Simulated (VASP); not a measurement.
Consider the following.

```
CELL_PARAMETERS angstrom
      0.00000     1.74643     1.74643
      1.74643     0.00000     1.74643
      1.74643     1.74643     0.00000
ATOMIC_POSITIONS crystal
  N  0.00000 0.00000 0.00000
  B  0.50000 0.50000 0.50000
```

Method: r2SCAN meta-GGA, VASP's PBE PAW potentials (set 64) (plane waves; VASP 6.6.1). Settings: 520 eV cut-off, 14×14×14 Γ-centred mesh, tetrahedra with Blöchl corrections, potentials N B.

Q: Give the energies of bands 2 to 6 at the high-symmetry points, in eV from the valence-band maximum.

A: 
```csv
band,Γ,X,U,L,W
2,-0.92,-12.33,-11.04,-13.16,-9.85
3,-0.92,-5.91,-9.39,-0.74,-9.85
4,-0.92,-5.91,-4.60,-0.74,-7.35
5,9.80,1.32,3.58,5.77,7.59
6,13.14,9.59,12.16,5.77,8.51
```

The gap is indirect, 1.32 eV, from the valence maximum at K-Γ at 0.56 to the conduction minimum at X.

The structure was generated: BN was put into the rocksalt type (Fm-3m), which need not be its known phase. It was relaxed first.
